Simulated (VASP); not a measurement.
Input:

```xyz
2
Lattice="0.0000 2.7952 2.7952 2.7952 0.0000 2.7952 2.7952 2.7952 0.0000" Properties=species:S:1:pos:R:3 pbc="T T T"
Na     0.0000     0.0000     0.0000
Cl     2.7952     2.7952     2.7952
```

Method: PBEsol GGA, VASP's PBE PAW potentials (set 64) (plane waves; VASP). Numerical set-up: 400 eV cut-off, Gaussian smearing of 0.050 eV, potentials Na_pv Cl.

**Question.** Predict the band gap (along the path) with the smallest direct gap where there is one.

**Answer.** 
```json
{
 "band gap (along the path)": "5.03 eV",
 "smallest direct gap (along the path)": "5.03 eV"
}
```

The structure was generated: NaCl was put into the rock salt type (Fm-3m), which need not be its known phase. It was relaxed first, which changed the volume by -10 %.
